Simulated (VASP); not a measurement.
Consider the following.

```yaml
crystal:
  lattice:
    - [4.15258, 0.00000, 0.00000]
    - [0.00000, 4.15258, 0.00000]
    - [0.00000, 0.00000, 4.15258]
  atoms:
    - { symbol: La, position: [0.00000, 0.00000, 0.00000] }
    - { symbol: B, position: [0.80016, 0.50000, 0.50000] }
    - { symbol: B, position: [0.50000, 0.19984, 0.50000] }
    - { symbol: B, position: [0.50000, 0.80016, 0.50000] }
    - { symbol: B, position: [0.19984, 0.50000, 0.50000] }
    - { symbol: B, position: [0.50000, 0.50000, 0.80016] }
    - { symbol: B, position: [0.50000, 0.50000, 0.19984] }
```

The numbers are results of r2SCAN meta-GGA, VASP's PBE PAW potentials (set 64) (plane waves; VASP), not measurements. Run with 520 eV cut-off, 8×8×8 Γ-centred mesh, tetrahedra with Blöchl corrections, potentials La B.

Task: What does the run give for the energy per atom (σ→0), band gap (over mesh and band path) with the smallest direct gap where there is one?

Result: 
| Quantity | Result |
|---|---|
| band gap (over mesh and band path) | none (metal, semimetal or under 0.01 eV) |
| energy per atom (σ→0) | -11.174 eV/atom |

Only differences to runs with the same potentials and settings are physical.

The compound is LaB6 in the cab6 structure. It was relaxed first. The electron count is odd and the run is not spin-polarised, which forces a metal.
